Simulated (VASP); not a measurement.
Computed with PBE GGA with D3 dispersion (zero damping), VASP's PBE PAW potentials (set 64) (plane waves; VASP 6.6.1).

Input for VASP

POSCAR:
```
CdSe
4.2400640
  0.0000000000   0.7071067185   0.7071067185
  0.7071067185   0.0000000000   0.7071067185
  0.7071067185   0.7071067185   0.0000000000
Cd Se
1 1
Direct
  0.0000000000   0.0000000000   0.0000000000
  0.2500000000   0.2500000000   0.2500000000
```

File KPOINTS:
```
Automatic mesh
0
Gamma
8 8 8
0 0 0
```

INCAR:
```
SYSTEM = CdSe
PREC = Accurate
ENCUT = 520
EDIFF = 1E-7
NELM = 100
ALGO = Normal
LREAL = .FALSE.
LASPH = .TRUE.
ISMEAR = 0
SIGMA = 0.05
GGA = PE
IVDW = 11
LMAXMIX = 4
LWAVE = .FALSE.
LCHARG = .FALSE.
ISIF = 2
```

POTCAR, in this order: Cd Se (PBE.64 set). Program: vasp_std.

Output

**OSZICAR**
```
       N       E                     dE             d eps       ncg     rms          rms(c)
DAV:   1     0.109839069775E+03    0.10984E+03   -0.89740E+03   762   0.125E+03
DAV:   2    -0.115601286484E+01   -0.11100E+03   -0.10624E+03   869   0.293E+02
DAV:   3    -0.574761891365E+01   -0.45916E+01   -0.45808E+01   869   0.626E+01
DAV:   4    -0.577098290450E+01   -0.23364E-01   -0.23361E-01   849   0.445E+00
DAV:   5    -0.577112497943E+01   -0.14207E-03   -0.14207E-03   864   0.314E-01    0.717E+00
DAV:   6    -0.542242830910E+01    0.34870E+00   -0.65059E-01  1015   0.112E+01    0.546E+00
DAV:   7    -0.539980988162E+01    0.22618E-01   -0.17942E-01   824   0.327E+00    0.226E+00
DAV:   8    -0.540053553616E+01   -0.72565E-03   -0.17648E-02   794   0.202E+00    0.263E-01
DAV:   9    -0.540061047511E+01   -0.74939E-04   -0.22477E-03   854   0.756E-01    0.613E-02
DAV:  10    -0.540067580832E+01   -0.65333E-04   -0.25309E-04   799   0.242E-01    0.454E-02
DAV:  11    -0.540071539329E+01   -0.39585E-04   -0.67773E-05   779   0.652E-02    0.120E-02
DAV:  12    -0.540071550013E+01   -0.10683E-06   -0.60468E-06   914   0.383E-02    0.557E-03
DAV:  13    -0.540071590311E+01   -0.40298E-06   -0.20290E-06   779   0.163E-02    0.170E-03
DAV:  14    -0.540071594970E+01   -0.46587E-07   -0.58999E-08   572   0.222E-03
   1 F= -.59719766E+01 E0= -.59719766E+01  d E =-.296955E-16
```

OUTCAR:
```
------------------------ aborting loop because EDIFF is reached ----------------------------------------
 Edisp (eV)   -0.57126
  FORCE on cell =-STRESS in cart. coord.  units (eV):
  Direction    XX          YY          ZZ          XY          YZ          ZX
  --------------------------------------------------------------------------------------
  Total       1.21454     1.21454     1.21454     0.00000     0.00000     0.00000
  in kB      36.10100    36.10100    36.10100     0.00000     0.00000     0.00000
  external pressure =       36.10 kB  Pullay stress =        0.00 kB
  volume of cell :       53.90
      direct lattice vectors                 reciprocal lattice vectors
     0.000000000  2.998177741  2.998177741    -0.166767965  0.166767965  0.166767965
     2.998177741  0.000000000  2.998177741     0.166767965 -0.166767965  0.166767965
     2.998177741  2.998177741  0.000000000     0.166767965  0.166767965 -0.166767965
  FREE ENERGIE OF THE ION-ELECTRON SYSTEM (eV)
  ---------------------------------------------------
  free  energy   TOTEN  =        -5.9719765768 eV

  energy  without entropy=       -5.9719765768  energy(sigma->0) =       -5.97197658
```
(Selected blocks of OUTCAR.)

The compound is CdSe in the zinc blende structure, whereas wurtzite is the usual form. This cell is one point of a volume scan, at 0.94 of the reference volume.
